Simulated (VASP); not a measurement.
```
CELL_PARAMETERS angstrom
      0.00000     2.70500     2.70500
      2.70500     0.00000     2.70500
      2.70500     2.70500     0.00000
ATOMIC_POSITIONS crystal
  Ce 0.00000 0.00000 0.00000
  O  0.25000 0.25000 0.25000
  O  0.75000 0.75000 0.75000
```

These are PBE GGA, VASP's PBE PAW potentials (set 64) (plane waves; VASP) values and carry that method's errors. Settings: 520 eV cut-off, 5×5×5 Γ-centred mesh, Gaussian smearing of 0.050 eV, potentials Ce O.

Q: Give the stress tensor in GPa (positive for a compressed cell).

A: 
```
5.49  0.00  0.00
0.00  5.49  0.00
0.00  0.00  5.49
```
The pressure is its mean diagonal, 5.49 GPa.

The compound is CeO2 in the fluorite structure. The cell was not relaxed at this level. The run is not spin-polarised, so no magnetic state was tried.
